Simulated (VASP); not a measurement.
# GeB2C2 (P1) in VASP: single point with PBE

Aim: the single point of GeB2C2 with PBE.

Everything below comes from runs of VASP 6.6.1. Logs are shortened: lines on timing, memory, paths and dates and some standing lists are left out, and cuts for length are marked.

## 1. Starting point

The typed cell holds 10 atoms: a = 5.508 Å, b = 4.675 Å, c = 5.471 Å, α = 93.73°, β = 90.59°, γ = 90.00°.

The cell was built by a generator and needn't be a form met in nature.

## 2. Single point, PBE

INCAR

```
SYSTEM = GeB2C2
PREC = Normal ; ENCUT = 520
EDIFF = 1E-5 ; ISMEAR = 0
SIGMA = 0.15 ; LREAL = Auto
LASPH = .True. ; NELM = 80
ALGO = Fast ; ISIF = 2
LWAVE = .False. ; LCHARG = .False.
GGA = PE ; NBANDS = 39
```

KPOINTS

```
Automatic mesh
0
Gamma
  4 5 4
  0 0 0
```

POSCAR

```
GeB2C2
1.0
    5.5082660000      0.0000000000      0.0000000000
   -0.0001650000      4.6749860000      0.0000000000
   -0.0564290000     -0.3560070000      5.4587710000
Ge B C
2 4 4
Direct
    0.4889945000      0.0193660000      0.1660340000
    0.9889945000      0.0193660000      0.1660340000
    0.2426075000      0.1708330000      0.5043280000
    0.7426075000      0.1708330000      0.5043280000
    0.4921005000      0.6580640000      0.4615110000
    0.9921005000      0.6580640000      0.4615110000
    0.4923260000      0.3280800000      0.4758290000
    0.9923260000      0.3280800000      0.4758290000
    0.2421400000      0.8310970000      0.4644290000
    0.7421400000      0.8310970000      0.4644290000
```

Potentials or basis: VASP PAW PBE potentials, release 64 (Ge_d, B, C).

On the command line:

```bash
$ cat potpaw_PBE.64/Ge_d/POTCAR potpaw_PBE.64/B/POTCAR potpaw_PBE.64/C/POTCAR > POTCAR
$ mpirun -np 1 vasp_std > vasp.out
```

OUTCAR:

```text
SYSTEM = GeB2C2
   PREC = Normal
   ENCUT = 520
   EDIFF = 1E-5
   ISMEAR = 0
   LREAL = Auto
   LASPH = .True.
   NELM = 80
   ISIF = 2
   GGA = PE

 ion  position               nearest neighbor table
   1  0.489  0.019  0.166-   7 2.15   9 2.35  10 2.35   3 2.38   4 2.38   5 2.41   2 2.75   2 2.75

   2  0.989  0.019  0.166-   8 2.15  10 2.35   9 2.35   4 2.38   3 2.38   6 2.41   1 2.75   1 2.75

   3  0.243  0.171  0.504-   8 1.57   7 1.57   9 1.59   1 2.38   2 2.38
   4  0.743  0.171  0.504-   7 1.57   8 1.57  10 1.59   2 2.38   1 2.38
   5  0.492  0.658  0.462-   7 1.55   9 1.60  10 1.60   1 2.41
   6  0.992  0.658  0.462-   8 1.55  10 1.60   9 1.60   2 2.41
   7  0.492  0.328  0.476-   5 1.55   4 1.57   3 1.57   1 2.15
   8  0.992  0.328  0.476-   6 1.55   3 1.57   4 1.57   2 2.15
   9  0.242  0.831  0.464-   3 1.59   5 1.60   6 1.60   1 2.35   2 2.35
  10  0.742  0.831  0.464-   4 1.59   6 1.60   5 1.60   2 2.35   1 2.35

  LATTYP: Found a triclinic cell.
 ALAT       =     6.9609599420
 B/A-ratio  =     0.6716007622
 C/A-ratio  =     0.7913083893
 COS(alpha) =     0.0000352942
 COS(beta)  =     0.0081302005
 COS(gamma) =     0.6204576712

  Lattice vectors:

 A1 = (  -0.0565940000,   4.3189790000,   5.4587710000)
 A2 = (  -0.0001650000,   4.6749860000,   0.0000000000)
 A3 = (  -5.5082660000,   0.0000000000,   0.0000000000)

Analysis of symmetry for initial positions (statically):
=====================================================================
 Subroutine PRICEL returns following result:

  LATTYP: Found a triclinic cell.
 ALAT       =     6.0993875665
 B/A-ratio  =     0.4515425475
 C/A-ratio  =     0.7664681006
 COS(alpha) =     0.0000352942
 COS(beta)  =     0.0583832736
 COS(gamma) =     0.4422909629

  Lattice vectors:

 A1 = (  -2.6977040000,   0.3560070000,  -5.4587710000)
 A2 = (  -2.7541330000,   0.0000000000,   0.0000000000)
 A3 = (  -0.0001650000,   4.6749860000,   0.0000000000)

   2 primitive cells build up your supercell.

 Routine SETGRP: Setting up the symmetry group for a
 triclinic supercell.

 Subroutine GETGRP returns: Found  1 space group operations
 (whereof  1 operations were pure point group operations)
 out of a pool of  2 trial point group operations.

The static configuration has the point symmetry C_1 .

Analysis of symmetry for dynamics (positions and initial velocities):
=====================================================================
 Subroutine PRICEL returns following result:

  LATTYP: Found a triclinic cell.
 ALAT       =     6.0993875665
 B/A-ratio  =     0.4515425475
 C/A-ratio  =     0.7664681006
 COS(alpha) =     0.0000352942
 COS(beta)  =     0.0583832736
 COS(gamma) =     0.4422909629

  Lattice vectors:

 A1 = (  -2.6977040000,   0.3560070000,  -5.4587710000)
 A2 = (  -2.7541330000,   0.0000000000,   0.0000000000)
 A3 = (  -0.0001650000,   4.6749860000,   0.0000000000)

   2 primitive cells build up your supercell.

 Routine SETGRP: Setting up the symmetry group for a
 triclinic supercell.

 Subroutine GETGRP returns: Found  1 space group operations
 (whereof  1 operations were pure point group operations)
 out of a pool of  2 trial point group operations.

The dynamic configuration has the point symmetry C_1 .

 Subroutine INISYM returns: Found  1 space group operations
 (whereof  1 operations are pure point group operations),
 and found     2 'primitive' translations

----------------------------------------------------------------------------------------

                                     Primitive cell

  volume of cell :      70.2846

  direct lattice vectors                    reciprocal lattice vectors
    -2.697704000  0.356007000 -5.458771000     0.000000000  0.000000000 -0.183191418
    -2.754133000  0.000000000  0.000000000    -0.363090671 -0.000012815  0.179437202
    -0.000165000  4.674986000  0.000000000     0.000000000  0.213904384  0.013950294

  length of vectors
     6.099387566  2.754133000  4.674986003     0.183191418  0.405009315  0.214358802

  position of ions in fractional coordinates (direct lattice)
     0.833966000  0.188045000  0.019366000
     0.495672000  0.019113000  0.170833000
     0.538489000  0.477310000  0.658064000
     0.524171000  0.491177000  0.328080000
     0.535571000  0.980149000  0.831097000

  ion indices of the primitive-cell ions
   primitive index   ion index
                 1           1
                 2           3
                 3           5
                 4           7
                 5           9

----------------------------------------------------------------------------------------

 KPOINTS: Automatic mesh

Automatic generation of k-mesh.
 Grid dimensions read from file:
 generate k-points for:    4    5    4

 Generating k-lattice:

  Cartesian coordinates                     Fractional coordinates (reciprocal lattice)
     0.045386334  0.000001602  0.000469277     0.250000000 -0.000000000 -0.000000000
     0.000000000  0.042780877  0.002790059     0.000000000  0.200000000 -0.000000000
     0.000000000  0.000000000  0.045797854     0.000000000  0.000000000  0.250000000

  Length of vectors
     0.045388760  0.042871760  0.045797854

  Shift w.r.t. Gamma in fractional coordinates (k-lattice)
     0.000000000  0.000000000  0.000000000

 Subroutine IBZKPT returns following result:
 ===========================================

 Found     42 irreducible k-points:

 Following reciprocal coordinates:
            Coordinates               Weight
  0.000000  0.000000  0.000000      1.000000
  0.250000  0.000000 -0.000000      2.000000
  0.500000  0.000000 -0.000000      1.000000
  0.000000  0.200000 -0.000000      2.000000
  0.250000  0.200000  0.000000      2.000000
  0.500000  0.200000 -0.000000      2.000000
[... 16 lines left out ...]
 -0.250000  0.400000  0.250000      2.000000
  0.000000 -0.400000  0.250000      2.000000
 [... further k-points ...]
   k-points           NKPTS =     42   k-points in BZ     NKDIM =     42   number of bands    NBANDS=     39
   number of dos      NEDOS =    301   number of ions     NIONS =     10
   total plane-waves  NPLWV =  28672
   dimension x,y,z NGX =    32 NGY =   28 NGZ =   32
   dimension x,y,z NGXF=    64 NGYF=   56 NGZF=   64
   ions per type =               2   4   4
   NGX,Y,Z   is equivalent  to a cutoff of   9.66,  9.96,  9.72 a.u.
   NGXF,Y,Z  is equivalent  to a cutoff of  19.32, 19.91, 19.45 a.u.
 SYSTEM =  GeB2C2
   PREC   = normal    normal or accurate (medium, high low for compatibility)
   ISTART =      0    job   : 0-new  1-cont  2-samecut
   ICHARG =      2    charge: 1-file 2-atom 10-const
   ISPIN  =      1    spin polarized calculation?
   LNONCOLLINEAR =      F non collinear calculations
   LSORBIT =      F    spin-orbit coupling
   LASPH  =      T    aspherical Exc in radial PAW
   ENCUT  =  520.0 eV  38.22 Ry    6.18 a.u.  10.24  8.69 10.17*2*pi/ulx,y,z
   NELM   =     80;   NELMIN=  2; NELMDL= -5     # of ELM steps
   EDIFF  = 0.1E-04   stopping-criterion for ELM
   LREAL  =      T    real-space projection
   EDIFFG = 0.1E-03   stopping-criterion for IOM
   NSW    =      0    number of steps for IOM
   IBRION =     -1    ionic relax: 0-MD 1-quasi-New 2-CG
   NFREE  =      0    steps in history (QN), initial steepest desc. (CG)
   ISIF   =      2    stress and relaxation
   ISYM   =      2    0-nonsym 1-usesym 2-fastsym
   POTIM  = 0.5000    time-step for ionic-motion
   TEBEG  =    0.0;   TEEND  =   0.0 temperature during run
   PSTRESS=    0.0 pullay stress
   NELECT =      56.0000    total number of electrons
   NUPDOWN=      -1.0000    fix difference up-down
   EMIN   =  10.00;   EMAX   =-10.00  energy-range for DOS
   EFERMI =   0.00;   METHOD = LEGACY
   ISMEAR =     0;   SIGMA  =   0.15  broadening in eV -4-tet -1-fermi 0-gaus
   EFERMI_NEDOS =   21; number of points for ismear=-14 and -15
   IALGO  =     68    algorithm
   IMIX   =      4    mixing-type and parameters
     AMIX     =   0.40;   BMIX     =  1.00
     AMIX_MAG =   1.60;   BMIX_MAG =  1.00
  volume/ion in A,a.u.               =      14.06        94.86
  Fermi-wavevector in a.u.,A,eV,Ry     =   1.204594  2.276353 19.742699  1.451047
  Thomas-Fermi vector in A             =   2.340315
   LORBIT       =      0    0 simple, 1 ext, 2 COOP (PROOUT), +10 PAW based schemes
   GGA     = PE    functional components
   LHFCALC =     F    Hartree Fock is set to
   AEXX    =    0.0000 exact exchange contribution
   IVDW    =     0    specifies the selected vdW correction
   LEPSILON=     F    determine dielectric tensor
   LRPA    =     F    only Hartree local field effects (RPA)
 non-spin polarized calculation
 RMM-DIIS sequential band-by-band and
 Gauss-broadening in eV      SIGMA  =   0.15
  energy-cutoff  :      520.00
  volume of cell :      140.57
 maximum number of plane-waves:      3806
   NGX = 21   NGY = 17   NGZ = 21

 number of electron      55.9999977 magnetization

 Free energy of the ion-electron system (eV)
  ---------------------------------------------------
  ext. energy  EPLUGINS =         0.00000000
  ---------------------------------------------------
  free energy    TOTEN  =       -69.75759428 eV

  energy without entropy =      -69.75156394  energy(sigma->0) =      -69.75457911

 E-fermi :   2.7193     XC(G=0):  -8.9737

 val. band max:        2.6406373337   @ k =   0.0000   0.0000   0.5000
 cond. band min:       2.8195167787   @ k =  -0.2500   0.4000  -0.0000
 fundamental gap:      0.1788794450
 Fermi energy:         2.7192812841

 k-point     1 :       0.0000    0.0000    0.0000
  band No.  band energies     occupation
      1     -22.3260      2.00000
      2     -22.2673      2.00000
      3     -22.2114      2.00000
      4     -22.1896      2.00000
      5     -22.1816      2.00000
      6     -22.1719      2.00000
[... 31 lines left out ...]
     38      10.3896      0.00000
     39      11.5729      0.00000

 k-point     2 :       0.2500    0.0000   -0.0000
  band No.  band energies     occupation
      1     -22.2996      2.00000
      2     -22.2561      2.00000
      3     -22.2015      2.00000
      4     -22.2012      2.00000
      5     -22.1911      2.00000
      6     -22.1693      2.00000
[... 916 lines left out ...]
 k-point    24 :       0.0000   -0.4000    0.2500
  band No.  band energies     occupation
      1     -22.3258      2.00000
      2     -22.2674      2.00000
      3     -22.2115      2.00000
      4     -22.1896      2.00000
      5     -22.1817      2.00000
      6     -22.1726      2.00000
[... 31 lines left out ...]
     38      10.6050      0.00000
     39      10.6146      0.00000

 [... further k-points ...]
[... 5 lines left out ...]
  --------------------------------------------------------------------------------------
  -------------------------------------------------------------------------------------
  Total        0.3132428     -0.2162278     -0.0508695      0.0028075      0.0154832      0.0001087
  in kB        3.5702738     -2.4645180     -0.5797991      0.0319988      0.1764738      0.0012392
  external PRESSURE =       0.1753189 kB  Pullay stress =       0.0000000 kB

 VOLUME and BASIS-vectors are now :
 -----------------------------------------------------------------------------
  energy-cutoff  :      520.00
  volume of cell :      140.57
      direct lattice vectors                 reciprocal lattice vectors
     5.508266000  0.000000000  0.000000000     0.181545336  0.000006408  0.001877108
    -0.000165000  4.674986000  0.000000000     0.000000000  0.213904384  0.013950294
    -0.056429000 -0.356007000  5.458771000     0.000000000  0.000000000  0.183191418

 POSITION                                       TOTAL-FORCE (eV/Angst)
 -----------------------------------------------------------------------------------
      2.68414      0.03143      0.90634         0.003841     -0.005626     -0.019569
      5.43827      0.03143      0.90634         0.003841     -0.005626     -0.019569
      1.30786      0.61910      2.75301         0.002289      0.004161     -0.010216
      4.06199      0.61910      2.75301         0.002289      0.004161     -0.010216
      2.68447      2.91214      2.51928        -0.003665      0.018161     -0.007439
      5.43860      2.91214      2.51928        -0.003665      0.018161     -0.007439
      2.68496      1.36437      2.59744        -0.002064     -0.015540      0.007838
      5.43909      1.36437      2.59744        -0.002064     -0.015540      0.007838
      1.30743      3.72003      2.53521        -0.000401     -0.001156      0.029385
      4.06156      3.72003      2.53521        -0.000401     -0.001156      0.029385
 -----------------------------------------------------------------------------------
    total drift:                               -0.024079     -0.013020     -0.003896

  FREE ENERGIE OF THE ION-ELECTRON SYSTEM (eV)
  ---------------------------------------------------
  free  energy   TOTEN  =       -69.7575942838 eV

  energy  without entropy=      -69.7515639392  energy(sigma->0) =      -69.75457911
```

Wall time 2 min (1 thread of Intel Xeon Platinum 8488C (Sapphire Rapids), shared host); peak memory 0.26 GiB.

What came out:

| Item | Value |
| --- | --- |
| Free energy | -69.7576 eV |
| Pressure | 0.0 GPa |
| Largest force | 0.029 eV/Å |
| Band gap on the k mesh | 0.18 eV |

Forces on the atoms (eV/Å):
```
Ge   0.004 -0.006 -0.020
Ge   0.004 -0.006 -0.020
B    0.002  0.004 -0.010
B    0.002  0.004 -0.010
B   -0.004  0.018 -0.007
B   -0.004  0.018 -0.007
C   -0.002 -0.016  0.008
C   -0.002 -0.016  0.008
C    0.000 -0.001  0.029
C    0.000 -0.001  0.029
```

Stress tensor (GPa, compression positive):
```
 0.36  0.00  0.00
 0.00 -0.25  0.02
 0.00  0.02 -0.06
```

Levels at points of the mesh, in eV from the valence-band top:
```
           k point  band 26  band 27  band 28  band 29  band 30  band 31
(0.00, 0.00, 0.00)    -0.58    -0.20    -0.05     1.02     1.84     2.02
(0.50, 0.00, 0.00)    -1.94    -1.24    -1.24     1.45     1.45     3.30
(0.00, 0.00, 0.50)    -0.20    -0.05     0.00     1.73     1.82     1.97
(0.50, 0.00, 0.50)    -1.90    -1.45    -1.45     1.15     1.15     3.35
```

Caveat: an odd mesh through Γ misses points on the zone boundary, where band edges often lie. PBE gaps usually lie below the measured ones, often by a third to a half.
